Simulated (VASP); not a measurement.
Given:

```xyz
2
Lattice="1.6435 -2.8467 0.0000 1.6435 2.8467 0.0000 0.0000 0.0000 5.3350" Properties=species:S:1:pos:R:3 pbc="T T T"
Mg     1.6435     0.9489     1.3338
Mg     1.6435    -0.9489     4.0013
```

All values below come from PBE GGA, VASP's PBE PAW potentials (set 64) (plane waves; VASP). Run with 300 eV cut-off, 12×12×6 Γ-centred mesh, Fermi-Dirac smearing of 0.10 eV, potentials Mg.

Question: Give the energies of bands 1 to 5 at the high-symmetry points, in eV from the Fermi level.

Answer: 
```
band      Γ      M      K      A      L     H
----  -----  -----  -----  -----  -----  ----
1     -6.56  -2.05  -0.57  -5.25  -1.00  0.24
2     -1.53  -1.98  -0.57  -5.25  -1.00  0.24
3     -1.23   2.56  -0.50   4.81  -0.45  0.73
4     10.42   3.00   3.96   4.81  -0.45  0.73
5     10.45   3.07   3.96  11.21   7.60  1.34
```

It has no gap at this level: it comes out as a metal or semimetal.

The structure is a typed Mg crystal (P6_3/mmc). The cell was not relaxed at this level.
